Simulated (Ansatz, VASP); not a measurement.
# KI in two plane-wave programs, part 2 of 2

One calculation is typed for both programs; each brings its own data sets. How far apart do they land? The cell is taken from a series of runs on this material, whose earlier steps may have relaxed, scaled, displaced or heated it; both programs get it as it stands.

VASP 6.6.1 and Ansatz 0.2.0.

So far: The structure; Ansatz: zone-centre phonons, LDA.

## (3) VASP: zone-centre phonons, LDA

Level of this step: LDA; plane waves and PAW (K_sv, I) (VASP).

The same cell, functional (in two slightly different forms) and mesh now go to VASP, with its own data sets.

Lines of VASP's logs that name or quote its potential files are left out, and so is its time.

File INCAR:

```
SYSTEM = KI
PREC = Accurate
ENCUT = 500
EDIFF = 1E-08
NELM = 120
ISMEAR = 0
SIGMA = 0.01
LREAL = .FALSE.
ALGO = Normal
GGA = CA
NBANDS = 14
LORBIT = 11
LWAVE = .FALSE.
LCHARG = .FALSE.
ISIF = 2
IBRION = 8
LEPSILON = .TRUE.
LASPH = .TRUE.
GGA_COMPAT = .FALSE.
EFERMI = MIDGAP
```

File POSCAR:

```
KI
1.0
   -3.4085249999      0.0000000000      3.4085249999
    0.0000000000      3.4085249999      3.4085249999
   -3.4085249999      3.4085249999      0.0000000000
K I
1 1
Direct
    0.0000000000      0.0000000000      0.0000000000
    0.5000000000      0.5000000000      0.5000000000
```

File KPOINTS:

```
Automatic mesh
0
Gamma
6 6 6
0 0 0
```

Potentials, in the order of the species: K_sv and I (LDA family, release 64).

On the command line:

```
$ mpirun -np 1 vasp_std
```

Numbers of over 12 decimals in the logs are rounded to 6 here.

The log of the run:

```text
[banner, memory and clock lines left out]
running    1 mpi-ranks, on    1 nodes
 distrk:  each k-point on    1 cores,    1 groups
 distr:  one band on    1 cores,    1 groups

 POSCAR found type information on POSCAR K I
 POSCAR found :  2 types and       2 ions
 LDA part: xc-table for (Slater(with rela. corr.)+CA(PZ))
 , standard interpolation
 POSCAR, INCAR and KPOINTS ok, starting setup
 FFT: planning ... GRIDC
 FFT: planning ... GRID_SOFT
 FFT: planning ... GRID
 WAVECAR not read
 entering main loop
       N       E                     dE             d eps       ncg     rms          rms(c)
DAV:   1     0.917634667992E+02    0.91763E+02   -0.64745E+03   448   0.955E+02
DAV:   2    -0.758209604947E+00   -0.92522E+02   -0.86011E+02   578   0.241E+02
DAV:   3    -0.599519609364E+01   -0.52370E+01   -0.52136E+01   616   0.476E+01
DAV:   4    -0.625132950862E+01   -0.25613E+00   -0.25603E+00   736   0.998E+00
DAV:   5    -0.625288500940E+01   -0.15555E-02   -0.15555E-02   604   0.830E-01    0.408E+00
DAV:   6    -0.617907641420E+01    0.73809E-01   -0.79462E-02   544   0.191E+00    0.281E+00
DAV:   7    -0.616615713049E+01    0.12919E-01   -0.87464E-02   544   0.176E+00    0.801E-01
DAV:   8    -0.616602532586E+01    0.13180E-03   -0.13794E-02   544   0.905E-01    0.203E-01
DAV:   9    -0.616600459188E+01    0.20734E-04   -0.43448E-04   590   0.134E-01    0.103E-01
DAV:  10    -0.616604102366E+01   -0.36432E-04   -0.20305E-04   572   0.673E-02    0.792E-02
DAV:  11    -0.616603097589E+01    0.10048E-04   -0.62892E-05   466   0.490E-02    0.760E-03
DAV:  12    -0.616603111981E+01   -0.14392E-06   -0.24850E-06   562   0.126E-02    0.411E-03
DAV:  13    -0.616603124255E+01   -0.12275E-06   -0.19673E-07   612   0.333E-03    0.604E-03
DAV:  14    -0.616603123202E+01    0.10529E-07   -0.12480E-07   526   0.182E-03    0.121E-03
DAV:  15    -0.616603123142E+01    0.60481E-09   -0.84932E-09   362   0.621E-04
   1 F= -.61660312E+01 E0= -.61660312E+01  d E =0.000000E+00
 Linear response reoptimize wavefunctions to high precision
DAV:   1    -0.616603123154E+01   -0.12551E-09   -0.11347E-09   396   0.285E-04
DAV:   2    -0.616603123157E+01   -0.27285E-10   -0.22525E-10   242   0.128E-04
 Linear response G [H, r] |phi>, progress :
  Direction:   1
       N       E                     dE             d eps       ncg     rms
RMM:   1    -0.597753374425E+02   -0.59775E+02    0.40672E+02   900   0.980E+01
RMM:   2    -0.599685319218E+02   -0.19319E+00   -0.85669E+00   868   0.209E+01
RMM:   3    -0.603096604516E+02   -0.34113E+00   -0.18507E+00  1013   0.636E+00
RMM:   4    -0.603629623469E+02   -0.53302E-01   -0.44173E-01  1047   0.212E+00
RMM:   5    -0.603749559603E+02   -0.11994E-01   -0.92446E-02  1040   0.901E-01
RMM:   6    -0.603776204150E+02   -0.26645E-02   -0.20447E-02  1067   0.409E-01
RMM:   7    -0.603781958490E+02   -0.57543E-03   -0.88058E-03  1058   0.194E-01
RMM:   8    -0.603783660486E+02   -0.17020E-03   -0.23554E-03  1049   0.949E-02
RMM:   9    -0.603784060918E+02   -0.40043E-04    0.28963E-03  1062   0.485E-02
RMM:  10    -0.603784164262E+02   -0.10334E-04    0.11006E-03  1041   0.241E-02
RMM:  11    -0.603784196522E+02   -0.32260E-05    0.49838E-04  1010   0.125E-02
RMM:  12    -0.603784199948E+02   -0.34265E-06    0.57572E-04   979   0.681E-03
RMM:  13    -0.603784201707E+02   -0.17589E-06    0.36233E-04   940   0.422E-03
RMM:  14    -0.603784203356E+02   -0.16484E-06    0.30347E-04   901   0.286E-03
RMM:  15    -0.603784202716E+02    0.63941E-07    0.18561E-04   832   0.208E-03
RMM:  16    -0.603784204400E+02   -0.16839E-06    0.21636E-04   744   0.173E-03
RMM:  17    -0.603784201345E+02    0.30554E-06    0.24464E-04   647   0.151E-03
RMM:  18    -0.603784207576E+02   -0.62316E-06    0.23573E-04   590   0.138E-03
RMM:  19    -0.603784201869E+02    0.57076E-06    0.25554E-04   551   0.131E-03
RMM:  20    -0.603784203024E+02   -0.11548E-06    0.25915E-04   520   0.127E-03
RMM:  21    -0.603784205848E+02   -0.28239E-06    0.22889E-04   509   0.125E-03
RMM:  22    -0.603784201726E+02    0.41213E-06    0.26689E-04   479   0.122E-03
 Linear response G [H, r] |phi>, progress :
  Direction:   2
       N       E                     dE             d eps       ncg     rms
RMM:   1    -0.621008416760E+02   -0.62101E+02    0.38297E+02   899   0.965E+01
RMM:   2    -0.619078875965E+02    0.19295E+00   -0.96398E+00   867   0.211E+01
RMM:   3    -0.623228606786E+02   -0.41497E+00   -0.26986E+00  1015   0.682E+00
RMM:   4    -0.623893742671E+02   -0.66514E-01   -0.75832E-01  1037   0.247E+00
RMM:   5    -0.624060571249E+02   -0.16683E-01   -0.19124E-01  1044   0.111E+00
RMM:   6    -0.624095590442E+02   -0.35019E-02   -0.45633E-02  1065   0.515E-01
RMM:   7    -0.624104168723E+02   -0.85783E-03   -0.84803E-03  1056   0.251E-01
RMM:   8    -0.624106750498E+02   -0.25818E-03    0.13505E-02  1061   0.120E-01
RMM:   9    -0.624107299676E+02   -0.54918E-04    0.74419E-03  1063   0.594E-02
[...]
RMM:   7    -0.460084710553E+00   -0.55522E-05   -0.89519E-06   914   0.943E-03
RMM:   8    -0.460085713896E+00   -0.10033E-05   -0.89562E-05   916   0.462E-03
RMM:   9    -0.460085934584E+00   -0.22069E-06    0.64172E-05   897   0.177E-03
RMM:  10    -0.460085958375E+00   -0.23791E-07   -0.59015E-05   874   0.846E-04
RMM:  11    -0.460085968501E+00   -0.10127E-07    0.14200E-05   794   0.356E-04
[...]
RMM:   4    -0.501687742938E+00   -0.11231E-01   -0.73243E-02  1587   0.116E+00    0.183E-01
RMM:   5    -0.515199589606E+00   -0.13512E-01   -0.10608E-02  1798   0.409E-01    0.574E-02
RMM:   6    -0.516934855403E+00   -0.17353E-02   -0.30723E-03  1964   0.178E-01    0.337E-02
RMM:   7    -0.517767564911E+00   -0.83271E-03   -0.73809E-04  1850   0.675E-02    0.253E-02
RMM:   8    -0.517839195259E+00   -0.71630E-04   -0.22252E-04  1821   0.332E-02    0.467E-03
RMM:   9    -0.518001436509E+00   -0.16224E-03   -0.65397E-05  1963   0.167E-02    0.487E-03
RMM:  10    -0.517995279103E+00    0.61574E-05    0.24909E-06  2037   0.757E-03    0.238E-03
RMM:  11    -0.517986504366E+00    0.87747E-05    0.18516E-05  1958   0.323E-03    0.734E-04
RMM:  12    -0.517980141286E+00    0.63631E-05    0.81609E-06  1999   0.143E-03    0.721E-04
RMM:  13    -0.517980390333E+00   -0.24905E-06    0.98884E-06  1946   0.639E-04    0.463E-04
RMM:  14    -0.517980342827E+00    0.47506E-07    0.35922E-06  1780   0.333E-04    0.264E-05
RMM:  15    -0.517980274303E+00    0.68524E-07    0.28253E-06  1539   0.148E-04    0.575E-05
RMM:  16    -0.517980256117E+00    0.18187E-07    0.12010E-06  1238   0.871E-05    0.278E-05
RMM:  17    -0.517980296420E+00   -0.40303E-07    0.82304E-07   912   0.555E-05    0.591E-06
 change of polarisation eV/A/(eV/A) component  2 :    -0.160     0.931     0.050
 dielectric tensor                  component  2 :    -0.365     3.127     0.114
 Linear response to external field, progress :
  Direction:   3
       N       E                     dE             d eps       ncg     rms          rms(c)
RMM:   1    -0.532996648266E+00   -0.53300E+00   -0.10628E+00  1859   0.355E+00
RMM:   2    -0.553642760616E+00   -0.20646E-01   -0.70054E-02  1768   0.974E-01    0.176E+00
RMM:   3    -0.490410656556E+00    0.63232E-01   -0.78189E-02  1528   0.133E+00    0.816E-01
RMM:   4    -0.501745789175E+00   -0.11335E-01   -0.74074E-02  1594   0.116E+00    0.184E-01
RMM:   5    -0.515081310001E+00   -0.13336E-01   -0.10355E-02  1812   0.412E-01    0.545E-02
RMM:   6    -0.517048154631E+00   -0.19668E-02   -0.30948E-03  1970   0.183E-01    0.325E-02
RMM:   7    -0.517780887650E+00   -0.73273E-03   -0.73540E-04  1872   0.708E-02    0.261E-02
RMM:   8    -0.517862289133E+00   -0.81401E-04   -0.20452E-04  1805   0.351E-02    0.462E-03
RMM:   9    -0.517994620491E+00   -0.13233E-03   -0.54098E-06  1941   0.185E-02    0.510E-03
RMM:  10    -0.517995003341E+00   -0.38285E-06    0.35044E-05  2075   0.820E-03    0.254E-03
RMM:  11    -0.517989940063E+00    0.50633E-05    0.46123E-05  1992   0.331E-03    0.110E-03
RMM:  12    -0.517980308094E+00    0.96320E-05    0.21805E-05  2022   0.145E-03    0.630E-04
RMM:  13    -0.517980408634E+00   -0.10054E-06    0.14907E-05  1947   0.716E-04    0.220E-04
RMM:  14    -0.517980533784E+00   -0.12515E-06    0.64614E-06  1834   0.327E-04    0.600E-05
RMM:  15    -0.517980493145E+00    0.40639E-07    0.40068E-06  1545   0.155E-04    0.516E-06
 change of polarisation eV/A/(eV/A) component  3 :    -0.053     0.005     0.931
 dielectric tensor                  component  3 :    -0.122     0.011     3.127
 Linear response DOF=           2
 Linear response progress:
  Degree of freedom:   1/  2
       N       E                     dE             d eps       ncg     rms          rms(c)
RMM:   1    -0.311520680664E+00   -0.31152E+00    0.21925E-01  1239   0.435E+00
RMM:   2    -0.308920096592E+00    0.26006E-02   -0.31128E-02  1507   0.113E+00    0.353E-02
RMM:   3    -0.311057701044E+00   -0.21376E-02   -0.49293E-03  1766   0.335E-01    0.361E-02
RMM:   4    -0.311160594272E+00   -0.10289E-03   -0.16247E-04  1835   0.655E-02    0.306E-02
RMM:   5    -0.311183918861E+00   -0.23325E-04   -0.31868E-05  1716   0.318E-02    0.319E-03
RMM:   6    -0.311183190470E+00    0.72839E-06   -0.58990E-06  1914   0.114E-02    0.193E-03
RMM:   7    -0.311180180040E+00    0.30104E-05   -0.13058E-06  1906   0.486E-03    0.662E-04
RMM:   8    -0.311179943502E+00    0.23654E-06   -0.47940E-07  1998   0.204E-03    0.450E-04
RMM:   9    -0.311180008062E+00   -0.64560E-07   -0.42655E-07  1903   0.989E-04    0.459E-05
RMM:  10    -0.311180019785E+00   -0.11724E-07   -0.35662E-08  2079   0.442E-04    0.246E-05
RMM:  11    -0.311179914845E+00    0.10494E-06   -0.19321E-07  2040   0.236E-04    0.408E-05
RMM:  12    -0.311179866271E+00    0.48574E-07    0.28295E-07  1986   0.128E-04    0.352E-05
RMM:  13    -0.311179700315E+00    0.16596E-06   -0.14686E-08  1903   0.807E-05    0.871E-06
RMM:  14    -0.311179689762E+00    0.10553E-07    0.12580E-07  1918   0.501E-05    0.461E-06
RMM:  15    -0.311179682809E+00    0.69525E-08    0.93173E-09  1871   0.309E-05    0.461E-06
 first order change of Fermi-energy   0.42601E-04
 force on displaced ion       1 direction 1 :  -1.484   0.000   0.000
 Born effective charge ion    1 direction 1 :   1.104   0.000   0.000
 Linear response progress:
  Degree of freedom:   2/  2
       N       E                     dE             d eps       ncg     rms          rms(c)
RMM:   1    -0.864210228405E-01   -0.86421E-01    0.50843E-02  1877   0.102E+00
RMM:   2    -0.859912566433E-01    0.42977E-03   -0.18936E-03  1524   0.259E-01    0.380E-02
RMM:   3    -0.862746884673E-01   -0.28343E-03   -0.22800E-04  1648   0.687E-02    0.271E-02
RMM:   4    -0.865009398029E-01   -0.22625E-03   -0.48475E-05  1692   0.267E-02    0.103E-02
RMM:   5    -0.866220322666E-01   -0.12109E-03   -0.13225E-05  1742   0.123E-02    0.350E-03
RMM:   6    -0.866270382142E-01   -0.50059E-05   -0.24408E-06  1797   0.514E-03    0.190E-03
RMM:   7    -0.866253590937E-01    0.16791E-05   -0.17203E-06  1882   0.196E-03    0.309E-04
RMM:   8    -0.866251832063E-01    0.17589E-06    0.14541E-05  1952   0.868E-04    0.176E-04
RMM:   9    -0.866242679840E-01    0.91522E-06    0.17479E-06  1944   0.385E-04    0.247E-04
RMM:  10    -0.866248249553E-01   -0.55697E-06    0.62917E-06  1930   0.195E-04    0.402E-05
RMM:  11    -0.866247505621E-01    0.74393E-07    0.27944E-07  1981   0.839E-05    0.237E-05
RMM:  12    -0.866246616729E-01    0.88889E-07    0.82395E-07  1944   0.369E-05    0.177E-05
RMM:  13    -0.866246639269E-01   -0.22540E-08   -0.58065E-08  1950   0.168E-05    0.751E-06
 first order change of Fermi-energy  -0.42643E-03
 force on displaced ion       2 direction 1 :  -1.482   0.000   0.000
 Born effective charge ion    2 direction 1 :  -1.106   0.000   0.000
 Born effective charges drift removed
 Linear response finished
```

From OUTCAR (step 3):

```text
ion  position               nearest neighbor table
   1  0.000  0.000  0.000-   2 3.41   2 3.41   2 3.41   2 3.41   2 3.41   2 3.41
   2  0.500  0.500  0.500-   1 3.41   1 3.41   1 3.41   1 3.41   1 3.41   1 3.41

  LATTYP: Found a face centered cubic cell.
 ALAT       =     6.8170499998

 Subroutine GETGRP returns: Found 48 space group operations
 (whereof 48 operations were pure point group operations)

The static configuration has the point symmetry O_h .

 Found     16 irreducible k-points:

   k-points           NKPTS =     16   k-points in BZ     NKDIM =     16   number of bands    NBANDS=     14

   dimension x,y,z NGX =    36 NGY =   36 NGZ =   36
   dimension x,y,z NGXF=    72 NGYF=   72 NGZF=   72

   ENCUT  =  500.0 eV  36.75 Ry    6.06 a.u.   8.79  8.79  8.79*2*pi/ulx,y,z

   NELECT =      16.0000    total number of electrons

 k-points in reciprocal lattice and weights: Automatic mesh
   0.00000000  0.00000000  0.00000000       0.005
   0.16666667  0.00000000  0.00000000       0.037
   0.33333333  0.00000000  0.00000000       0.037
   0.50000000  0.00000000  0.00000000       0.019
   0.16666667  0.16666667  0.00000000       0.028
   0.33333333  0.16666667  0.00000000       0.111
   0.50000000  0.16666667  0.00000000       0.111
  -0.33333333  0.16666667  0.00000000       0.111
  -0.16666667  0.16666667  0.00000000       0.056
[...]
-0.33333333  0.33333333  0.16666667       0.111
  -0.33333333  0.50000000  0.16666667       0.056

 average (electrostatic) potential at core
       1 -34.9521       2 -94.4338

  Total        0.0332571      0.0332571      0.0332571      0.0000000      0.0000000      0.0000000
  in kB        0.6727689      0.6727689      0.6727689      0.0000000      0.0000000      0.0000000
  external PRESSURE =       0.6727689 kB  Pullay stress =       0.0000000 kB

  energy-cutoff  :      500.00
  volume of cell :       79.20
      direct lattice vectors                 reciprocal lattice vectors
    -3.408525000  0.000000000  3.408525000    -0.146691017 -0.146691017  0.146691017
     0.000000000  3.408525000  3.408525000     0.146691017  0.146691017  0.146691017
    -3.408525000  3.408525000  0.000000000    -0.146691017  0.146691017 -0.146691017

 POSITION                                       TOTAL-FORCE (eV/Angst)
 -----------------------------------------------------------------------------------
      0.00000      0.00000      0.00000        -0.000000      0.000000     -0.000000
     -3.40852      3.40852      3.40852         0.000000     -0.000000      0.000000
 -----------------------------------------------------------------------------------
    total drift:                               -0.000000      0.000000      0.000000

 MACROSCOPIC STATIC DIELECTRIC TENSOR (including local field effects in DFT)
 ------------------------------------------------------
           3.127291     0.000000    -0.000000
           0.000000     3.127291     0.000000
           0.000000    -0.000000     3.127291
 ------------------------------------------------------

 PIEZOELECTRIC TENSOR (including local field effects)  for field in x, y, z        (C/m^2)
          XX          YY          ZZ          XY          YZ          ZX
  --------------------------------------------------------------------------------
  x     0.00000     0.00000     0.00000     0.00000     0.00000     0.00000
  y     0.00000     0.00000     0.00000     0.00000     0.00000     0.00000
  z     0.00000     0.00000     0.00000     0.00000     0.00000     0.00000

 BORN EFFECTIVE CHARGES (including local field effects) (in |e|, cummulative output)
 ---------------------------------------------------------------------------------
 ion    1
    1     1.10509     0.00000     0.00000
    2     0.00000     1.10509     0.00000
    3     0.00000     0.00000     1.10509
 ion    2
    1    -1.10509     0.00000     0.00000
    2     0.00000    -1.10509     0.00000
    3     0.00000     0.00000    -1.10509

 Eigenvectors and eigenvalues of the dynamical matrix
 ----------------------------------------------------

   1 f  =    3.482759 THz    21.882819 2PiTHz  116.172330 cm-1    14.403527 meV
             X         Y         Z           dx          dy          dz
      0.000000  0.000000  0.000000     0.000000    0.874512    0.000000
     -3.408525  3.408525  3.408525     0.000000   -0.485004    0.000000

   2 f  =    3.482759 THz    21.882819 2PiTHz  116.172330 cm-1    14.403527 meV
             X         Y         Z           dx          dy          dz
      0.000000  0.000000  0.000000     0.874512    0.000000    0.000000
     -3.408525  3.408525  3.408525    -0.485004    0.000000    0.000000

   3 f  =    3.482759 THz    21.882819 2PiTHz  116.172330 cm-1    14.403527 meV
             X         Y         Z           dx          dy          dz
      0.000000  0.000000  0.000000     0.000000    0.000000    0.874512
     -3.408525  3.408525  3.408525     0.000000    0.000000   -0.485004

   4 f/i=    0.001226 THz     0.007706 2PiTHz    0.040909 cm-1     0.005072 meV
             X         Y         Z           dx          dy          dz
      0.000000  0.000000  0.000000    -0.485004    0.000000    0.000000
     -3.408525  3.408525  3.408525    -0.874512    0.000000    0.000000

   5 f/i=    0.001226 THz     0.007706 2PiTHz    0.040909 cm-1     0.005072 meV
             X         Y         Z           dx          dy          dz
      0.000000  0.000000  0.000000     0.000000   -0.485004    0.000000
     -3.408525  3.408525  3.408525     0.000000   -0.874512    0.000000

   6 f/i=    0.001226 THz     0.007706 2PiTHz    0.040909 cm-1     0.005072 meV
             X         Y         Z           dx          dy          dz
      0.000000  0.000000  0.000000     0.000000    0.000000   -0.485004
     -3.408525  3.408525  3.408525     0.000000    0.000000   -0.874512

 MACROSCOPIC STATIC DIELECTRIC TENSOR IONIC CONTRIBUTION
 ------------------------------------------------------
           1.881758     0.000000     0.000000
           0.000000     1.881758     0.000000
           0.000000     0.000000     1.881758
 ------------------------------------------------------

 ELASTIC MODULI CONTR FROM IONIC RELAXATION (kBar)
 Direction    XX          YY          ZZ          XY          YZ          ZX
 --------------------------------------------------------------------------------
 XX           0.0000      0.0000      0.0000      0.0000      0.0000      0.0000
 YY           0.0000      0.0000      0.0000      0.0000      0.0000      0.0000
 ZZ           0.0000      0.0000      0.0000      0.0000      0.0000      0.0000
 XY           0.0000      0.0000      0.0000      0.0000      0.0000      0.0000
 YZ           0.0000      0.0000      0.0000      0.0000      0.0000      0.0000
 ZX           0.0000      0.0000      0.0000      0.0000      0.0000      0.0000
 --------------------------------------------------------------------------------

 PIEZOELECTRIC TENSOR IONIC CONTR  for field in x, y, z        (C/m^2)
          XX          YY          ZZ          XY          YZ          ZX
  --------------------------------------------------------------------------------
  x     0.00000     0.00000     0.00000     0.00000     0.00000     0.00000
  y     0.00000     0.00000     0.00000     0.00000     0.00000     0.00000
  z     0.00000     0.00000     0.00000     0.00000     0.00000     0.00000
```

## (4) Side by side

Known differences besides the potentials themselves: the two LDA forms differ slightly; fixed occupations in Ansatz, narrow Gaussian smearing in VASP; VASP's response is taken on the typed mesh, Ansatz refines its own for the field response alone; the data sets hold 26 valence electrons in Ansatz (on its default PAW (the set named soft_2) files) and 16 in VASP; the cutoff is 420 eV in Ansatz and 500 eV in VASP; VASP's log shows a relativistic correction to its local exchange, Ansatz's none. Total energies have different zeros and are not compared.

The two programs side by side:

| quantity | Ansatz | VASP | difference |
| --- | --- | --- | --- |
| ε∞ xx | 3.12 | 3.13 | -0.17 % |
| ε∞ yy | 3.12 | 3.13 | -0.17 % |
| ε∞ zz | 3.12 | 3.13 | -0.17 % |
| Born charge of K1 (mean of the diagonal) (e) | 1.11 | 1.11 | 0.00 |
| Born charge of I2 (mean of the diagonal) (e) | -1.11 | -1.11 | 0.00 |
| optical mode 1 to 3 (cm⁻¹) | 114.9 | 116.2 | -1.08 % |

Modes are paired by rising frequency, not by their patterns, so a pair may set unlike modes beside each other; they are those without the splitting of longitudinal modes.

## (5) Results

```yaml
r_m_s_difference_of_the_optical_zone_centre_modes_each_program_s_sorted_by_frequency_zone_centre_phonons_lda: 1.3 cm⁻¹
difference_in_optical_mode_1_to_3_zone_centre_phonons_lda: -1.1 %
```

**Reading.** The r.m.s. difference of the optical zone-centre modes, each program's sorted by frequency is 1.3 cm⁻¹ (zone-centre phonons, LDA). The data sets hold unlike numbers of valence electrons (26 in Ansatz and 16 in VASP), so part of the differences comes from the potentials. Among the rows given in per cent, the largest difference of the zone-centre phonons, LDA pair is in optical mode 1 to 3, -1.1 %. Such differences can come from data sets, numerical settings and the points named under the comparisons, not from the functional's error against experiment.

[Lines on the potential files, build, host, timing and source positions are cut from VASP's logs without a mark.]

[Logs are printed without paths, hosts, clocks, repeated set-up lines and the standing remarks that a program may print on its own settings, such as how far it seeks lower states.]

[Hosts, paths, dates, database ids (printed as entryN), source tags and the programs' standing remarks are cut or masked in the printed files.]
